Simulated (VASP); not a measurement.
Input:

```
C
1.0
    2.44700     0.00000     0.00000
   -1.22350     2.11916     0.00000
    0.00000     0.00000    19.99633
C
2
Direct
  0.66667   0.33333   0.00000
  0.33333   0.66667   0.00000
```

All values below come from LDA (Ceperley-Alder, Perdew-Zunger), VASP's LDA PAW potentials (set 64) (plane waves; VASP). Settings: 520 eV cut-off, Gaussian smearing of 0.050 eV, potentials C.

The cell holds a wide vacuum, so values per volume refer to the whole cell.

Question: Give the energies of bands 2 to 7 at the high-symmetry points, in eV from the Fermi level.

Answer: 
```json
[
 {"band": "2", "Γ": "-7.80", "M": "-13.30", "K": "-12.45", "A": "-7.80", "L": "-13.30", "H": "-12.45"},
 {"band": "3", "Γ": "-3.03", "M": "-6.47", "K": "-10.76", "A": "-3.03", "L": "-6.47", "H": "-10.76"},
 {"band": "4", "Γ": "-3.03", "M": "-2.40", "K": "0.00", "A": "-3.03", "L": "-2.40", "H": "0.00"},
 {"band": "5", "Γ": "3.34", "M": "1.64", "K": "0.00", "A": "3.34", "L": "1.64", "H": "0.00"},
 {"band": "6", "Γ": "4.31", "M": "7.68", "K": "10.40", "A": "4.26", "L": "7.68", "H": "10.40"},
 {"band": "7", "Γ": "4.65", "M": "11.27", "K": "13.02", "A": "4.85", "L": "11.27", "H": "13.02"}
]
```

It has no gap at this level: it comes out as a metal or semimetal.

The cell is a sheet with vacuum, built from a database entry that may be metastable or hypothetical.
